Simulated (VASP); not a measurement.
**TaAs: the relaxed cell at several levels of theory**

Which functional gives which lattice for TaAs? The starting structure is a computed structure from the Materials Project. The first relaxation on each setting starts from this cell expanded by 3 % in volume.

Main program and level: VASP 6.6.1; Kohn-Sham DFT with plane waves and PAW; PBEsol, LDA, PBE, PBEsol + D3(BJ), r2SCAN, r2SCAN + rVV10, rev-vdW-DF2 and PBE + D3(BJ).

**1. Set-up**

The structure is tetragonal, space group I4_1md (No. 109). The conventional cell has a = 3.444 Å, b = 3.444 Å, c = 11.736 Å, α = 90.00°, β = 90.00°, γ = 90.00°. Nearest to Ta lie 6 As at 2.61 to 2.62 Å. Nearest to As lie 6 Ta at 2.61 to 2.62 Å. Farther neighbours are not listed.

Coordinates:

```xyz
4
Lattice="0.0000 -3.4436 0.0000 -3.4436 0.0000 0.0000 1.7218 -1.7218 -5.8679" Properties=species:S:1:pos:R:3 pbc="T T T"
Ta   -1.7218   -1.7218   -0.0004
Ta    0.0000   -1.7218   -2.9344
As   -1.7218   -1.7218   -4.8982
As   -1.7218   -3.4436   -1.9642
```

**2. Relaxation with PBEsol**

PBEsol restores the gradient expansion of exchange and is tuned for the cells of solids. This run starts from the cell of an earlier relaxation, which isn't shown; the restart sets up the plane waves anew.

The input, INCAR:

```
SYSTEM = TaAs
PREC = Accurate
ENCUT = 450
EDIFF = 1E-06
NELM = 100
ISMEAR = 0
SIGMA = 0.03
LREAL = .FALSE.
ALGO = Normal
GGA = PS
NBANDS = 22
LASPH = .TRUE.
LORBIT = 11
LWAVE = .FALSE.
LCHARG = .FALSE.
KPAR = 8
IBRION = 2
NSW = 50
ISIF = 3
EDIFFG = -0.006
```

The input, POSCAR:

```
TaAs
1.0
    0.0000000000     -3.4281282481      0.0000000000
   -3.4281282481      0.0000000000      0.0000000000
    1.7140641240     -1.7140641240     -5.8201304982
Ta As
2 2
Direct
    0.5002576402      0.4997423598      0.9994847196
    0.2502576402      0.2497423598      0.4994847196
    0.0823417798      0.9176582202      0.8353164404
    0.8323417798      0.6676582202      0.3353164404
```

The input, KPOINTS:

```
Automatic mesh
0
Gamma
6 6 6
0 0 0
```

PAW data sets: Ta_pv and As (PBE family, release 64).

Started as:

```
> mpirun -np 8 vasp_std
```

The log of the run:

```text
[banner, memory and clock lines left out]
running    8 mpi-ranks, on    1 nodes
 distrk:  each k-point on    1 cores,    8 groups
 distr:  one band on    1 cores,    1 groups

 POSCAR found type information on POSCAR TaAs
 POSCAR found :  2 types and       4 ions
|                                                                             |
|           W    W    AA    RRRRR   N    N  II  N    N   GGGG   !!!           |
|           W    W   A  A   R    R  NN   N  II  NN   N  G    G  !!!           |
|           W    W  A    A  R    R  N N  N  II  N N  N  G       !!!           |
|           W WW W  AAAAAA  RRRRR   N  N N  II  N  N N  G  GGG   !            |
|           WW  WW  A    A  R   R   N   NN  II  N   NN  G    G                |
|           W    W  A    A  R    R  N    N  II  N    N   GGGG   !!!           |
|                                                                             |
|     For optimal performance we recommend to set                             |
|       NCORE = 2 up to number-of-cores-per-socket                            |
|     NCORE specifies how many cores store one orbital (NPAR=cpu/NCORE).      |
|     This setting can greatly improve the performance of VASP for DFT.       |
|     The default, NCORE=1 might be grossly inefficient on modern             |
|     multi-core architectures or massively parallel machines. Do your        |
|     Unfortunately you need to use the default for GW and RPA                |
|     calculations (for HF NCORE is supported but not extensively tested      |
|     yet).                                                                   |
|                                                                             |

|                                                                             |
|               ----> ADVICE to this user running VASP <----                  |
|                                                                             |
|     You enforced a specific xc type in the INCAR file but a different       |
|     [... a line on the potential file left out ...]
|     I HOPE YOU KNOW WHAT YOU ARE DOING!                                     |
|                                                                             |

 LDA part: xc-table for (Slater+PW92), standard interpolation
 POSCAR, INCAR and KPOINTS ok, starting setup
 FFT: planning ... GRIDC
 FFT: planning ... GRID_SOFT
 FFT: planning ... GRID
 WAVECAR not read
 entering main loop
       N       E                     dE             d eps       ncg     rms          rms(c)
DAV:   1     0.220768911044E+03    0.22077E+03   -0.15519E+04  1320   0.126E+03
DAV:   2    -0.301293536787E+02   -0.25090E+03   -0.24106E+03  1538   0.350E+02
DAV:   3    -0.393692856095E+02   -0.92399E+01   -0.89949E+01  1680   0.607E+01
DAV:   4    -0.395235961486E+02   -0.15431E+00   -0.15334E+00  1646   0.727E+00
DAV:   5    -0.395266148789E+02   -0.30187E-02   -0.30170E-02  1682   0.834E-01    0.222E+01
DAV:   6    -0.378388885171E+02    0.16877E+01   -0.49824E+00  1634   0.137E+01    0.954E+00
DAV:   7    -0.377212393072E+02    0.11765E+00   -0.50809E-01  1830   0.454E+00    0.259E+00
DAV:   8    -0.377019089083E+02    0.19330E-01   -0.45170E-02  1626   0.102E+00    0.251E-01
DAV:   9    -0.377016352773E+02    0.27363E-03   -0.32620E-03  1668   0.310E-01    0.105E-01
DAV:  10    -0.377015982637E+02    0.37014E-04   -0.29373E-04  1602   0.142E-01    0.171E-02
DAV:  11    -0.377015962489E+02    0.20148E-05   -0.31574E-05  1706   0.281E-02    0.118E-02
DAV:  12    -0.377015933794E+02    0.28695E-05   -0.87780E-06  1650   0.204E-02    0.104E-03
DAV:  13    -0.377015933478E+02    0.31521E-07   -0.32164E-07   900   0.377E-03
   1 F= -.37701593E+02 E0= -.37701576E+02  d E =-.377016E+02
 curvature:   0.00 expect dE= 0.000E+00 dE for cont linesearch  0.000E+00
 trial: gam= 0.00000 g(F)=  0.439E-05 g(S)=  0.701E-05 ort = 0.000E+00 (trialstep = 0.100E+01)
 search vector abs. value=  0.114E-04
 reached required accuracy - stopping structural energy minimisation
```

It took 5.2 s on 8 MPI ranks of Intel Xeon 6975P-C (Granite Rapids), shared host; peak memory 1.5 GiB; 34 s of CPU time.

The logs omit lines about the potential files and the build; timing stands in the text.

From OUTCAR (step 2):

```text
ion  position               nearest neighbor table
   1  0.500  0.500  0.999-   4 2.60   4 2.60   3 2.61   3 2.61   3 2.61   3 2.61   2 3.38   2 3.38
                             2 3.38   2 3.38
   2  0.250  0.250  0.499-   3 2.60   3 2.60   4 2.61   4 2.61   4 2.61   4 2.61   1 3.38   1 3.38
                             1 3.38   1 3.38
   3  0.082  0.918  0.835-   2 2.60   2 2.60   1 2.61   1 2.61   1 2.61   1 2.61
   4  0.832  0.668  0.335-   1 2.60   1 2.60   2 2.61   2 2.61   2 2.61   2 2.61

  LATTYP: Found a body centered tetragonal cell.
 ALAT       =     3.4281282481
 C/A-ratio  =     3.3955150315

 Subroutine GETGRP returns: Found  8 space group operations
 (whereof  4 operations were pure point group operations)

The static configuration has the point symmetry C_2v.
 The point group associated with its full space group is C_4v.

 Found     30 irreducible k-points:

   k-points           NKPTS =     30   k-points in BZ     NKDIM =     30   number of bands    NBANDS=     22

   dimension x,y,z NGX =    24 NGY =   24 NGZ =   48
   dimension x,y,z NGXF=    48 NGYF=   48 NGZF=   96

   ENCUT  =  450.0 eV  33.07 Ry    5.75 a.u.   5.93  5.93 10.91*2*pi/ulx,y,z

   NELECT =      32.0000    total number of electrons

 k-points in reciprocal lattice and weights: Automatic mesh
   0.00000000  0.00000000  0.00000000       0.005
   0.16666667  0.00000000  0.00000000       0.037
   0.33333333  0.00000000  0.00000000       0.037
   0.50000000  0.00000000  0.00000000       0.019
   0.16666667  0.16666667  0.00000000       0.019
   0.33333333  0.16666667  0.00000000       0.074
   0.50000000  0.16666667  0.00000000       0.074
  -0.33333333  0.16666667  0.00000000       0.074
  -0.16666667  0.16666667  0.00000000       0.037
[...]
-0.16666667  0.16666667  0.33333333       0.019
   0.00000000  0.00000000  0.50000000       0.005

 average (electrostatic) potential at core
       1 -35.8895       2 -35.8895       3 -47.4923       4 -47.4923

 E-fermi :   6.9451

 k-point     1 :       0.0000    0.0000    0.0000
  band No.  band energies     occupation
    ...
     12       4.4969      2.00000
     13       4.5701      2.00000
     14       4.9923      2.00000
     15       5.3461      2.00000
     16       5.3461      2.00000
     17       7.8932      0.00000
     18       8.5787      0.00000
     19       9.3706      0.00000
     20      10.1457      0.00000
     21      10.1457      0.00000
    ...

 k-point     2 :       0.1667    0.0000    0.0000
  band No.  band energies     occupation
    ...
     12       4.2367      2.00000
     13       4.8052      2.00000
     14       5.0302      2.00000
     15       5.1768      2.00000
     16       5.8325      2.00000
     17       7.5256      0.00000
     18       8.1725      0.00000
     19       8.8805      0.00000
     20       9.5718      0.00000
     21      10.0654      0.00000
    ...

 k-point     3 :       0.3333    0.0000    0.0000
  band No.  band energies     occupation
    ...
     12       3.7515      2.00000
     13       4.7093      2.00000
     14       4.9874      2.00000
     15       5.2430      2.00000
     16       6.5807      2.00000
     17       7.1689      0.00000
     18       8.2880      0.00000
     19       8.5313      0.00000
     20       9.2511      0.00000
     21       9.8013      0.00000
    ...

  Total        0.0165158      0.0165158     -0.0059638      0.0000000      0.0000000     -0.0000000
  in kB        0.3868690      0.3868690     -0.1396975      0.0000000      0.0000000     -0.0000000
  external PRESSURE =       0.2113468 kB  Pullay stress =       0.0000000 kB

  energy-cutoff  :      450.00
  volume of cell :       68.40
      direct lattice vectors                 reciprocal lattice vectors
     0.000000000 -3.428128248  0.000000000     0.000000000 -0.291704373  0.085908727
    -3.428128248  0.000000000  0.000000000    -0.291704373  0.000000000 -0.085908727
     1.714064124 -1.714064124 -5.820130498     0.000000000  0.000000000 -0.171817453

 POSITION                                       TOTAL-FORCE (eV/Angst)
 -----------------------------------------------------------------------------------
     -0.00000     -3.42813     -5.81713        -0.000000      0.000000     -0.004770
     -0.00000     -1.71406     -2.90707        -0.000000      0.000000     -0.004770
     -1.71406     -1.71406     -4.86165         0.000000     -0.000000      0.004770
     -1.71406     -3.42813     -1.95159         0.000000     -0.000000      0.004770
 -----------------------------------------------------------------------------------
    total drift:                                0.000000     -0.000000      0.000111

  FREE ENERGIE OF THE ION-ELECTRON SYSTEM (eV)
  ---------------------------------------------------
  free  energy   TOTEN  =       -37.7015933478 eV

  energy  without entropy=      -37.7015596225  energy(sigma->0) =      -37.70157649

 reached required accuracy - stopping structural energy minimisation

 total charge
# of ion       s       p       d       tot
------------------------------------------
    1        0.280   6.168   2.416   8.863
    2        0.280   6.168   2.416   8.863
    3        1.191   1.686   0.085   2.962
    4        1.191   1.686   0.085   2.962
--------------------------------------------------
tot          2.941  15.708   5.002  23.651

[... 3 further parts left out ...]
```

The PAW data sets were made with PBE, which is usual practice but a small mismatch for other functionals. The run keeps the 8 symmetry operations of its start, so it cannot find a distortion of lower symmetry.

With PBEsol the relaxed cell holds 17.100 Å³ an atom, -1.71 % against the starting cell, with a = 3.428 Å and c = 11.640 Å.

**3. Relaxation with LDA**

LDA, the lowest rung, knows the local density alone. This run starts from the cell of an earlier relaxation, which isn't shown; the restart sets up the plane waves anew.

INCAR, as its differences from that of step 2:

```diff
@@ -9,3 +9,3 @@
 ALGO = Normal
-GGA = PS
+GGA = CA
 NBANDS = 22
```

The input, POSCAR:

```
TaAs
1.0
    0.0000000000     -3.4069992879      0.0000000000
   -3.4069992879      0.0000000000      0.0000000000
    1.7034996439     -1.7034996439     -5.7885852549
Ta As
2 2
Direct
    0.5002617061      0.4997382939      0.9994765878
    0.2502617061      0.2497382939      0.4994765878
    0.0823377139      0.9176622861      0.8353245722
    0.8323377139      0.6676622861      0.3353245722
```

KPOINTS is that of step 2.

Potentials, in the order of the species: Ta_pv and As (LDA family, release 64).

Started as:

```
> mpirun -np 8 vasp_std
```

The log of the run:

```text
[banner, memory and clock lines left out]
running    8 mpi-ranks, on    1 nodes
[...]
[... a notice as in an earlier step ...]

 LDA part: xc-table for (Slater(with rela. corr.)+CA(PZ))
 , standard interpolation
 POSCAR, INCAR and KPOINTS ok, starting setup
[...]
entering main loop
       N       E                     dE             d eps       ncg     rms          rms(c)
DAV:   1     0.217136954824E+03    0.21714E+03   -0.15416E+04  1336   0.126E+03
DAV:   2    -0.312488565917E+02   -0.24839E+03   -0.23853E+03  1524   0.346E+02
DAV:   3    -0.405491688433E+02   -0.93003E+01   -0.90485E+01  1694   0.608E+01
DAV:   4    -0.407177656946E+02   -0.16860E+00   -0.16782E+00  1612   0.780E+00
[...]
DAV:  11    -0.389253475359E+02    0.20462E-05   -0.25553E-05  1708   0.245E-02    0.121E-02
DAV:  12    -0.389253460536E+02    0.14823E-05   -0.73368E-06  1598   0.192E-02    0.990E-04
DAV:  13    -0.389253460483E+02    0.52887E-08   -0.25201E-07   954   0.341E-03
   1 F= -.38925346E+02 E0= -.38925330E+02  d E =-.389253E+02
[...]
reached required accuracy - stopping structural energy minimisation
```

Wall time 3.8 s (8 MPI ranks); peak memory 1.4 GiB; 24 s of CPU time.

OUTCAR, selected parts (step 3):

```text
  Total        0.0206428      0.0206428     -0.0093860     -0.0000000      0.0000000     -0.0000000
  in kB        0.4922242      0.4922242     -0.2238071     -0.0000000      0.0000000     -0.0000000
  external PRESSURE =       0.2535471 kB  Pullay stress =       0.0000000 kB

 POSITION                                       TOTAL-FORCE (eV/Angst)
 -----------------------------------------------------------------------------------
     -0.00000     -3.40700     -5.78556        -0.000000      0.000000     -0.005621
     -0.00000     -1.70350     -2.89126        -0.000000      0.000000     -0.005621
     -1.70350     -1.70350     -4.83535         0.000000     -0.000000      0.005621
     -1.70350     -3.40700     -1.94105         0.000000     -0.000000      0.005621
 -----------------------------------------------------------------------------------
    total drift:                               -0.000002      0.000002      0.000306

  FREE ENERGIE OF THE ION-ELECTRON SYSTEM (eV)
  ---------------------------------------------------
  free  energy   TOTEN  =       -38.9253460483 eV

  energy  without entropy=      -38.9253133415  energy(sigma->0) =      -38.92532969

[... 2 parts as in an earlier step ...]

[... 2 further parts left out ...]
[key lines of the parts left out:]
E-fermi :   7.2332
```

With LDA the relaxed cell holds 16.798 Å³ an atom, -3.44 % against the starting cell, with a = 3.407 Å and c = 11.577 Å. That is -1.76 % from PBEsol.

**4. Relaxation with PBE**

PBE, the usual starting point, adds the gradient of the density. This run starts from the cell of an earlier relaxation, which isn't shown; the restart sets up the plane waves anew.

INCAR, as its differences from that of step 3:

```diff
@@ -9,3 +9,3 @@
 ALGO = Normal
-GGA = CA
+GGA = PE
 NBANDS = 22
```

The input, POSCAR:

```
TaAs
1.0
    0.0000000000     -3.4620231748      0.0000000000
   -3.4620231748      0.0000000000      0.0000000000
    1.7310115874     -1.7310115874     -5.8896044775
Ta As
2 2
Direct
    0.5001567807      0.4998432193      0.9996864387
    0.2501567807      0.2498432193      0.4996864387
    0.0824426393      0.9175573607      0.8351147213
    0.8324426393      0.6675573607      0.3351147213
```

KPOINTS is that of step 3.

PAW data sets: Ta_pv and As (PBE family, release 64).

Started as:

```
> mpirun -np 8 vasp_std
```

The log of the run:

```text
[banner, memory and clock lines left out]
running    8 mpi-ranks, on    1 nodes
[...]
[... a notice as in an earlier step ...]

 LDA part: xc-table for (Slater+PW92), standard interpolation
 POSCAR, INCAR and KPOINTS ok, starting setup
[...]
entering main loop
       N       E                     dE             d eps       ncg     rms          rms(c)
DAV:   1     0.223358052161E+03    0.22336E+03   -0.15402E+04  1328   0.125E+03
DAV:   2    -0.272012870215E+02   -0.25056E+03   -0.23977E+03  1534   0.344E+02
DAV:   3    -0.367705004171E+02   -0.95692E+01   -0.93357E+01  1702   0.609E+01
DAV:   4    -0.369363158697E+02   -0.16582E+00   -0.16496E+00  1624   0.773E+00
[...]
DAV:  11    -0.350917367856E+02    0.27967E-05   -0.29426E-05  1804   0.289E-02    0.122E-02
DAV:  12    -0.350917326025E+02    0.41832E-05   -0.10146E-05  1648   0.219E-02    0.171E-03
DAV:  13    -0.350917326252E+02   -0.22783E-07   -0.40712E-07   942   0.435E-03
   1 F= -.35091733E+02 E0= -.35091707E+02  d E =-.350917E+02
[...]
reached required accuracy - stopping structural energy minimisation
```

It took 4.4 s on 8 MPI ranks; peak memory 1.4 GiB; 27 s of CPU time.

Parts of OUTCAR (step 4):

```text
  Total        0.0218329      0.0218329      0.0116199      0.0000000      0.0000000      0.0000000
  in kB        0.4955364      0.4955364      0.2637342      0.0000000      0.0000000      0.0000000
  external PRESSURE =       0.4182690 kB  Pullay stress =       0.0000000 kB

 POSITION                                       TOTAL-FORCE (eV/Angst)
 -----------------------------------------------------------------------------------
      0.00000     -3.46202     -5.88776         0.000000     -0.000000     -0.002490
      0.00000     -1.73101     -2.94296         0.000000     -0.000000     -0.002490
     -1.73101     -1.73101     -4.91850        -0.000000     -0.000000      0.002490
     -1.73101     -3.46202     -1.97369         0.000000      0.000000      0.002490
 -----------------------------------------------------------------------------------
    total drift:                                0.000003     -0.000003     -0.000061

  FREE ENERGIE OF THE ION-ELECTRON SYSTEM (eV)
  ---------------------------------------------------
  free  energy   TOTEN  =       -35.0917326252 eV

  energy  without entropy=      -35.0916819056  energy(sigma->0) =      -35.09170727

[... 2 parts as in an earlier step ...]

[... 2 further parts left out ...]
[key lines of the parts left out:]
E-fermi :   6.8162
```

With PBE the relaxed cell holds 17.648 Å³ an atom, +1.44 % against the starting cell, with a = 3.462 Å and c = 11.779 Å. That is +3.20 % from PBEsol.

(Continued in part 2 of 3.)

[Lines on the potential files, build, host, timing and source positions are cut from VASP's logs without a mark.]

[Logs are printed without paths, hosts, clocks, repeated set-up lines and the standing remarks that a program may print on its own settings, such as how far it seeks lower states.]

[Hosts, paths, dates, database ids (printed as entryN), source tags and the programs' standing remarks are cut or masked in the printed files.]
